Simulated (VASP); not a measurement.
# H2C18S in VASP: notebook, part 2 of 2

VASP 6.6.1. The steps go on from the part before.

### Step 4. Single point, PBEsol

INCAR reads:

```
PREC     = Accurate       # precision mode
ENCUT    = 520            # plane-wave cutoff, eV
EDIFF    = 1E-6           # SCF threshold, eV
ISMEAR   = 0              # smearing method
SIGMA    = 0.05           # smearing width, eV
LREAL    = Auto         
LASPH    = T              # aspherical terms in the spheres
NELM     = 100            # most SCF steps
ALGO     = Fast           # electronic algorithm
ISIF     = 2              # what is computed and relaxed
LWAVE    = F              # write WAVECAR
LCHARG   = F              # write CHGCAR
GGA      = PS             # functional
NBANDS   = 56             # bands
```

KPOINTS reads:

```
Automatic mesh
0
Gamma
  2 2 1
```

POSCAR reads:

```
H2C18S
1.0
    7.3980000000      0.0000000000      0.0000000000
   -3.6990000000      6.4068560000      0.0000000000
    0.0000000000      0.0000000000     12.0000000000
C S H
18 1 2
Direct
    0.0016295391      0.0077265547      0.0657439546
    0.2252689016      0.1206743148      0.0657605788
    0.0016088543      0.3410088810      0.0656401054
    0.2251918379      0.4539343559      0.0657754398
    0.0015977226      0.6742775271      0.0658974445
    0.2252272842      0.7873049656      0.0658253771
    0.3350186226      0.0077191039      0.0656806514
    0.5585917212      0.1206730692      0.0654501647
    0.3349654124      0.3410023149      0.0657554296
    0.5585897040      0.4539286128      0.0657600925
    0.3349480443      0.6743473307      0.0657576800
    0.5585926952      0.7873590875      0.0655228843
    0.6682944548      0.0077342603      0.0652718303
    0.8918939184      0.1206857339      0.0654414093
    0.6682981478      0.3409979184      0.0656648409
    0.8918629664      0.4539322815      0.0657477408
    0.6682826807      0.6743062783      0.0657404777
    0.8918868227      0.7872603549      0.0658752243
    0.7120818450      0.0254224352      0.3823248001
    0.5434041344     -0.1246762368      0.3277132837
    0.8410053904     -0.0194557437      0.3234833903
```

On the command line:

```bash
$ cat potpaw_PBE.64/C/POTCAR potpaw_PBE.64/S/POTCAR potpaw_PBE.64/H/POTCAR > POTCAR
$ mpirun -np 1 vasp_std > vasp.out
```

It took 3.5 min on 1 thread of AMD EPYC 9R45 (Zen 5), shared host; peak memory 0.59 GiB.

It converged, with:

```yaml
Free_energy: -184.2969 eV
Largest_force: 0.088 eV/Å
Band_gap_on_the_k_mesh: 0.15 eV, direct
```

Forces in eV/Å, atoms in the order of the input:
```
C   -0.001 -0.012  0.001
C    0.004  0.005  0.003
C   -0.010 -0.009 -0.002
C    0.008  0.011 -0.001
C    0.002 -0.009  0.000
C    0.003  0.015 -0.002
C   -0.004 -0.007  0.002
C    0.002  0.011  0.000
C    0.001 -0.005 -0.001
C    0.000  0.008  0.002
C   -0.007 -0.012 -0.003
C    0.005  0.011 -0.001
C   -0.003  0.001  0.002
C   -0.002  0.000 -0.002
C    0.002 -0.013  0.000
C    0.007  0.006 -0.004
C   -0.005 -0.014  0.003
C   -0.002  0.010 -0.002
S    0.024 -0.061 -0.058
H    0.024  0.044  0.030
H   -0.047  0.020  0.032
```

Levels at points of the mesh, in eV from the valence-band top:
```tsv
k point	band 36	band 37	band 38	band 39	band 40	band 41	band 42	band 43	band 44	band 45
(0.00, 0.00, 0.00)	-3.10	-2.76	-1.76	-0.01	0.00	0.15	0.15	3.00	3.85	4.25
(0.50, 0.00, 0.00)	-2.61	-2.57	-2.55	-2.35	-1.75	1.81	2.51	2.52	2.62	2.64
(0.00, 0.50, 0.00)	-2.61	-2.59	-2.58	-2.22	-1.75	1.60	2.57	2.58	2.61	2.63
(0.50, 0.50, 0.00)	-2.62	-2.56	-2.55	-2.31	-1.75	1.75	2.50	2.50	2.65	2.67
```

Caveat: the k mesh is coarse (spacing up to 0.49 Å⁻¹), so the values aren't converged; the PAW data sets were made with another functional, which shifts forces and pressure a little. PBEsol gaps usually lie below the measured ones, often by a third to a half.

### Step 5. Single point, PBEsol

INCAR reads:

```
ALGO = Fast
EDIFF = 1E-7
ENCUT = 520
GGA = PS
ISIF = 2
ISMEAR = 0
LASPH = True
LCHARG = True
LELF = True
LREAL = Auto
LVHAR = True
LWAVE = False
NBANDS = 56
NELM = 100
PREC = Accurate
SIGMA = 0.05
```

KPOINTS reads:

```
k-points
0
Gamma
  2 2 1
```

POSCAR reads:

```
H2C18S
1.0
    7.3980000000      0.0000000000      0.0000000000
   -3.6990000000      6.4068560000      0.0000000000
    0.0000000000      0.0000000000     12.0000000000
C S H
18 1 2
Direct
    0.0016295715      0.0077265667      0.0657439167
    0.2252688990      0.1206743214      0.0657605833
    0.0016088090      0.3410089130      0.0656400833
    0.2251918292      0.4539343478      0.0657754167
    0.0015976698      0.6742775240      0.0658974167
    0.2252272684      0.7873050370      0.0658254167
    0.3350186344      0.0077190747      0.0656806667
    0.5585917405      0.1206730727      0.0654501667
    0.3349654934      0.3410023575      0.0657554167
    0.5585897257      0.4539285728      0.0657600833
    0.3349480450      0.6743472930      0.0657576667
    0.5585927406      0.7873590416      0.0655229167
    0.6682943850      0.0077342147      0.0652718333
    0.8918939526      0.1206857154      0.0654414167
    0.6682981285      0.3409979872      0.0656648333
    0.8918630234      0.4539323188      0.0657477500
    0.6682826161      0.6743062432      0.0657405000
    0.8918868896      0.7872603973      0.0658752500
    0.7120818676      0.0254224537      0.3823248333
    0.5434040855     -0.1246762843      0.3277132500
    0.8410054460     -0.0194557206      0.3234834167
```

On the command line:

```bash
$ cat potpaw_PBE.64/C/POTCAR potpaw_PBE.64/S/POTCAR potpaw_PBE.64/H/POTCAR > POTCAR
$ mpirun -np 1 vasp_std > vasp.out
```

It took 3.1 min on 1 thread of AMD EPYC 9R45 (Zen 5), shared host; peak memory 0.6 GiB.

The run converged. Its results:

| Quantity | Value |
| --- | --- |
| Free energy | -184.2969 eV |
| Largest force | 0.088 eV/Å |
| Band gap on the k mesh | 0.15 eV, direct |

Forces on the atoms (eV/Å):
```
C   -0.001 -0.012  0.001
C    0.004  0.005  0.003
C   -0.010 -0.009 -0.002
C    0.008  0.011 -0.001
C    0.002 -0.009  0.000
C    0.003  0.015 -0.002
C   -0.004 -0.007  0.002
C    0.002  0.011  0.000
C    0.001 -0.005 -0.001
C    0.000  0.008  0.002
C   -0.007 -0.012 -0.003
C    0.005  0.011 -0.001
C   -0.003  0.001  0.002
C   -0.002  0.000 -0.002
C    0.002 -0.013  0.000
C    0.007  0.006 -0.004
C   -0.005 -0.014  0.003
C   -0.002  0.010 -0.002
S    0.024 -0.061 -0.059
H    0.024  0.044  0.030
H   -0.047  0.020  0.031
```

Levels at points of the mesh, in eV from the valence-band top:
| k point | band 36 | band 37 | band 38 | band 39 | band 40 | band 41 | band 42 | band 43 | band 44 | band 45 |
| --- | --- | --- | --- | --- | --- | --- | --- | --- | --- | --- |
| (0.00, 0.00, 0.00) | -3.10 | -2.76 | -1.76 | -0.01 | 0.00 | 0.15 | 0.15 | 3.00 | 3.85 | 4.25 |
| (0.50, 0.00, 0.00) | -2.61 | -2.57 | -2.55 | -2.35 | -1.75 | 1.81 | 2.51 | 2.52 | 2.62 | 2.64 |
| (0.00, 0.50, 0.00) | -2.61 | -2.59 | -2.58 | -2.22 | -1.75 | 1.60 | 2.57 | 2.58 | 2.61 | 2.63 |
| (0.50, 0.50, 0.00) | -2.62 | -2.56 | -2.55 | -2.31 | -1.75 | 1.75 | 2.50 | 2.50 | 2.65 | 2.67 |

Caveat: the k mesh is coarse (spacing up to 0.49 Å⁻¹), so the values aren't converged; the PAW data sets were made with another functional, which shifts forces and pressure a little.
